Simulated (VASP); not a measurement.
VASP input:

KPOINTS:
```
kpoints
0
Gamma
  7 7 7
```

**POSCAR**
```
CsBr
1
    3.9355362443     0.0000000000     0.0000000000
   -0.0000000000     3.9355362443     0.0000000000
    0.0000000000    -0.0000000000     3.9355362443
Cs Br
1 1
Direct
  0.0000000000   0.0000000000   0.0000000000
  0.5000000000   0.5000000000   0.5000000000
```

INCAR:
```
ALGO = Normal
EDIFF = 1E-6
EDIFFG = -0.02
ENCUT = 500
IBRION = 2
ISIF = 3
ISMEAR = 0
LASPH = .True.
LCHARG = .False.
LMAXMIX = 4
LREAL = .False.
LWAVE = .False.
NELM = 100
NSW = 40
PREC = Accurate
PSTRESS = 50
SIGMA = 0.05
SYSTEM = CsBr
```

POTCAR, in this order: Cs_sv Br (LDA.64 set). Program: vasp_std.

Q: Write an equivalent input for Ansatz.

A: One equivalent input (not run):
Ansatz 0.2 input:
```yaml
crystal:
  lattice:
    - [3.9355362, 0.0000000, 0.0000000]
    - [0.0000000, 3.9355362, 0.0000000]
    - [0.0000000, 0.0000000, 3.9355362]
  atoms:
    - { symbol: Cs, position: [0.0000000, 0.0000000, 0.0000000] }
    - { symbol: Br, position: [0.5000000, 0.5000000, 0.5000000] }
kpoints:
  mp_grid: { grid: [7, 7, 7] }
hamiltonian:
  xc: lda
  pseudopotentials: { kind: paw }
scf:
  occupations: { method: gaussian, width: 0.05 }
  max_iter: 100
relax:
  max_steps: 40
  f_tol: 0.02
  cell: { p_target: 5 }
output: { forces: true, stress: true, eigenvalues: true }
```
The two are equivalent in intent, not identical: each code has its own PAW files, so the cut-off isn't converted (ENCUT is set for VASP's; basis.ecutwfc is left out, and Ansatz then takes the one that its files recommend); Ansatz stops its SCF on the density residual and VASP on the energy change (EDIFF); Ansatz's lda is the Perdew-Wang form, while the LDA potentials of VASP carry Perdew-Zunger's.

The compound is CsBr in the CsCl type structure. It was relaxed first under an external pressure of 5 GPa.
